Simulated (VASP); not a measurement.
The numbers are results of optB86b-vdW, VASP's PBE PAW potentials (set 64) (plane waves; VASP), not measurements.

Input for VASP

### KPOINTS
```
Automatic mesh
0
Gamma
16 16 16
0 0 0
```

### INCAR
```
SYSTEM  =  Fe
PREC  =  Accurate; ENCUT  =  520; LREAL  =  .FALSE.
LASPH  =  .TRUE.
EDIFF  =  1E-6; NELM  =  100; ALGO  =  Normal
LMAXMIX  =  4
ISMEAR  =  1; SIGMA  =  0.1
GGA  =  MK; LUSE_VDW  =  .TRUE.; AGGAC  =  0.0
PARAM1  =  0.1234; PARAM2  =  1.0
ISPIN  =  2; MAGMOM  =  2.1
IBRION  =  2; NSW  =  60; ISIF  =  3
EDIFFG  =  -0.01
LWAVE  =  .FALSE.; LCHARG  =  .FALSE.; LORBIT  =  10
```

### POSCAR
```
Fe
1.0
 -1.4018784316   1.4018784316   1.4018784316
  1.4018784316  -1.4018784316   1.4018784316
  1.4018784316   1.4018784316  -1.4018784316
Fe
1
Direct
  1.0000000000   1.0000000000   1.0000000000
```

POTCAR, in this order: Fe (PBE.64 set). Program: vasp_std.

What VASP printed:

OUTCAR:
```
 ion  position               nearest neighbor table
   1  0.000  0.000  0.000-
  LATTYP: Found a body centered cubic cell.
 ALAT       =     2.8037568632
 Subroutine PRICEL returns:
 Original cell was already a primitive cell.
 Subroutine GETGRP returns: Found 48 space group operations
The static configuration has the point symmetry O_h .
The dynamic configuration has the point symmetry O_h .
The overall configuration has the point symmetry O_h .
 Subroutine INISYM returns: Found 48 space group operations
 Subroutine IBZKPT returns following result:
 Found    145 irreducible k-points:

 Following reciprocal coordinates:
            Coordinates               Weight
  0.000000  0.000000  0.000000      1.000000
  0.062500  0.000000  0.000000     12.000000
  0.125000  0.000000  0.000000     12.000000
  0.187500  0.000000  0.000000     12.000000
  0.250000  0.000000  0.000000     12.000000
  0.312500  0.000000  0.000000     12.000000
  0.375000  0.000000  0.000000     12.000000
  0.437500  0.000000  0.000000     12.000000
  0.500000  0.000000  0.000000      6.000000
  0.062500  0.062500  0.000000     24.000000
  0.125000  0.062500 -0.000000     48.000000
  0.187500  0.062500  0.000000     48.000000
  0.250000  0.062500  0.000000     48.000000
  0.312500  0.062500  0.000000     48.000000
  0.375000  0.062500  0.000000     48.000000
  0.437500  0.062500  0.000000     48.000000
  0.125000  0.125000  0.000000     24.000000
  0.187500  0.125000  0.000000     48.000000
  0.250000  0.125000 -0.000000     48.000000
  0.312500  0.125000 -0.000000     48.000000
  0.375000  0.125000  0.000000     48.000000
  0.437500  0.125000  0.000000     24.000000
  0.187500  0.187500  0.000000     24.000000
  0.250000  0.187500 -0.000000     48.000000
  0.312500  0.187500 -0.000000     48.000000
  0.375000  0.187500  0.000000     48.000000
  0.250000  0.250000  0.000000     24.000000
  0.312500  0.250000  0.000000     48.000000
  0.375000  0.250000  0.000000     24.000000
  0.312500  0.312500  0.000000     24.000000
  0.062500  0.062500  0.062500      8.000000
  0.125000  0.062500  0.062500     24.000000
  0.187500  0.062500  0.062500     24.000000
  0.250000  0.062500  0.062500     24.000000
  0.312500  0.062500  0.062500     24.000000
  0.375000  0.062500  0.062500     24.000000
  0.437500  0.062500  0.062500     12.000000
 -0.062500  0.062500  0.062500      6.000000
  0.125000  0.125000  0.062500     24.000000
  0.187500  0.125000  0.062500     48.000000
   k-points           NKPTS =    145   k-points in BZ     NKDIM =    145   number of bands    NBANDS=      9
   number of dos      NEDOS =    301   number of ions     NIONS =      1
   total plane-waves  NPLWV =   5832
   dimension x,y,z NGX =    18 NGY =   18 NGZ =   18
   dimension x,y,z NGXF=    36 NGYF=   36 NGZF=   36
   ions per type =               1
   PREC   = accura    normal or accurate (medium, high low for compatibility)
   ISTART =      0    job   : 0-new  1-cont  2-samecut
   ICHARG =      2    charge: 1-file 2-atom 10-const
   ISPIN  =      2    spin polarized calculation?
   LNONCOLLINEAR =      F non collinear calculations
   LSORBIT =      F    spin-orbit coupling
   INIWAV =      1    electr: 0-lowe 1-rand  2-diag
   ENCUT  =  520.0 eV  38.22 Ry    6.18 a.u.   4.51  4.51  4.51*2*pi/ulx,y,z
   NELM   =    100;   NELMIN=  2; NELMDL= -5     # of ELM steps
   EDIFF  = 0.1E-05   stopping-criterion for ELM
   LREAL  =      F    real-space projection
   NLSPLINE    = F    spline interpolate recip. space projectors
   LMAXMIX     =    4 max onsite mixed and CHGCAR
...
```

File OSZICAR:
```
       N       E                     dE             d eps       ncg     rms          rms(c)
DAV:   1     0.174268484190E+02    0.17427E+02   -0.41258E+03  5444   0.109E+03
DAV:   2    -0.667722211021E+01   -0.24104E+02   -0.22814E+02  5260   0.128E+02
DAV:   3    -0.698703759623E+01   -0.30982E+00   -0.30948E+00  5859   0.201E+01
DAV:   4    -0.698837945015E+01   -0.13419E-02   -0.13418E-02  5700   0.123E+00
DAV:   5    -0.698839173217E+01   -0.12282E-04   -0.12282E-04  5678   0.106E-01    0.116E+01
DAV:   6    -0.601629237944E+01    0.97210E+00   -0.12343E+01  5520   0.570E+01    0.509E+00
DAV:   7    -0.595569875808E+01    0.60594E-01   -0.71965E-01  5503   0.134E+01    0.311E+00
DAV:   8    -0.594840406928E+01    0.72947E-02   -0.54898E-03  6545   0.639E-01    0.143E+00
DAV:   9    -0.594106396495E+01    0.73401E-02   -0.52778E-03  6644   0.570E-01    0.365E-01
DAV:  10    -0.594106609893E+01   -0.21340E-05   -0.87524E-04  6459   0.312E-01    0.120E-01
DAV:  11    -0.594105467463E+01    0.11424E-04   -0.80875E-05  5484   0.129E-01    0.363E-02
DAV:  12    -0.594105430909E+01    0.36554E-06   -0.21010E-06  5057   0.245E-02
   1 F= -.59410543E+01 E0= -.59409823E+01  d E =-.594105E+01  mag=     2.1047
       N       E                     dE             d eps       ncg     rms          rms(c)
DAV:   1    -0.594120859044E+01   -0.15392E-03   -0.39234E-03  5437   0.112E+00    0.127E-01
DAV:   2    -0.594105026083E+01    0.15833E-03   -0.16963E-03  5484   0.623E-01    0.105E-01
DAV:   3    -0.594103854150E+01    0.11719E-04   -0.87217E-05  5571   0.150E-01    0.414E-02
DAV:   4    -0.594103709308E+01    0.14484E-05   -0.10364E-06  3069   0.167E-02    0.907E-03
DAV:   5    -0.594103595848E+01    0.11346E-05   -0.20036E-06  4143   0.135E-02    0.130E-03
DAV:   6    -0.594103591589E+01    0.42591E-07   -0.51269E-08  2619   0.249E-03
   2 F= -.59410359E+01 E0= -.59409598E+01  d E =0.183932E-04  mag=     2.1022
       N       E                     dE             d eps       ncg     rms          rms(c)
DAV:   1    -0.594117818928E+01   -0.14223E-03   -0.27696E-03  5433   0.939E-01    0.106E-01
DAV:   2    -0.594106675272E+01    0.11144E-03   -0.12180E-03  5480   0.527E-01    0.890E-02
DAV:   3    -0.594105696160E+01    0.97911E-05   -0.64842E-05  5523   0.129E-01    0.347E-02
DAV:   4    -0.594105544395E+01    0.15176E-05   -0.76384E-07  2787   0.144E-02    0.753E-03
DAV:   5    -0.594105405490E+01    0.13891E-05   -0.14085E-06  3845   0.117E-02    0.110E-03
DAV:   6    -0.594105411348E+01   -0.58583E-07   -0.42141E-08  2610   0.221E-03
   3 F= -.59410541E+01 E0= -.59409817E+01  d E =0.195605E-06  mag=     2.1042
```

### OUTCAR
```
------------------------ aborting loop because EDIFF is reached ----------------------------------------
  FORCE on cell =-STRESS in cart. coord.  units (eV):
  Direction    XX          YY          ZZ          XY          YZ          ZX
  --------------------------------------------------------------------------------------
  Total        0.0062992      0.0062992      0.0062992     -0.0000000      0.0000000     -0.0000000
  in kB        0.9160327      0.9160327      0.9160327     -0.0000000      0.0000000     -0.0000000
  external PRESSURE =       0.9160327 kB  Pullay stress =       0.0000000 kB
  volume of cell :       11.02
      direct lattice vectors                 reciprocal lattice vectors
    -1.401763898  1.401763898  1.401763898     0.000000000  0.356693449  0.356693449
     1.401763898 -1.401763898  1.401763898     0.356693449  0.000000000  0.356693449
     1.401763898  1.401763898 -1.401763898     0.356693449  0.356693449  0.000000000
 POSITION                                       TOTAL-FORCE (eV/Angst)
 -----------------------------------------------------------------------------------
     -0.00000      0.00000      0.00000         0.000000     -0.000000      0.000000
 -----------------------------------------------------------------------------------
    total drift:                                0.000000      0.000000      0.000000
  FREE ENERGIE OF THE ION-ELECTRON SYSTEM (eV)
  ---------------------------------------------------
  free  energy   TOTEN  =        -5.9410541135 eV

  energy  without entropy=       -5.9408367277  energy(sigma->0) =       -5.94098165

 total charge

# of ion       s       p       d       tot
------------------------------------------
    1        0.501   0.564   6.281   7.346

 magnetization (x)

# of ion       s       p       d       tot
------------------------------------------
    1       -0.013  -0.047   2.147   2.087

 reached required accuracy - stopping structural energy minimisation
```
(Selected blocks of OUTCAR.)

File CONTCAR:
```
Fe
   1.00000000000000
    -1.4017638983661298    1.4017638983661298    1.4017638983661298
     1.4017638983661298   -1.4017638983661298    1.4017638983661298
     1.4017638983661298    1.4017638983661298   -1.4017638983661298
  Fe
     1
Direct
     0.0000000000000000    0.0000000000000000    0.0000000000000000
```

### OUTCAR
```
 val. band max:        6.0517784063   @ k =  -0.4375  -0.4375   0.2500

 cond. band min:       6.0621812978   @ k =  -0.3750   0.5000   0.2500


 Fermi energy:         6.0542826183

 spin component 1

 k-point     1 :       0.0000    0.0000    0.0000
  band No.  band energies     occupation
      1      -2.5907      1.00000
      2       3.6974      1.00000
      3       3.6974      1.00000
      4       3.6974      1.00000
      5       5.0212      1.00000
      6       5.0212      1.00000
      7      31.3748      0.00000
      8      31.3748      0.00000
      9      31.3748      0.00000

 k-point     2 :       0.0625    0.0000    0.0000
  band No.  band energies     occupation
      1      -2.4247      1.00000
      2       3.6508      1.00000
      3       3.6938      1.00000
      4       3.7888      1.00000
      5       4.9743      1.00000
      6       5.0249      1.00000
      7      30.3304      0.00000
      8      31.1433      0.00000
      9      31.2723      0.00000

 k-point     3 :       0.1250    0.0000    0.0000
  band No.  band energies     occupation
      1      -1.9404      1.00000
      2       3.5195      1.00000
      3       3.6661      1.00000
      4       4.0543      1.00000
      5       4.8733      1.00000
      6       5.0372      1.00000
      7      27.9933      0.00000
      8      30.3106      0.00000
      9      31.0238      0.00000

 k-point     4 :       0.1875    0.0000    0.0000
  band No.  band energies     occupation
      1      -1.1868      1.00000
      2       3.3272      1.00000
      3       3.5931      1.00000
      4       4.4679      1.00000
      5       4.8101      1.00000
      6       5.0601      1.00000
      7      25.1619      0.00000
      8      29.0021      0.00000
      9      30.7342      0.00000

 k-point     5 :       0.2500    0.0000    0.0000
  band No.  band energies     occupation
      1      -0.2843      1.00000
...
```

The compound is Fe in the bcc structure. This run relaxes it. Symmetry was kept, so distortions that lower it aren't found. The start is the result of an earlier pass.
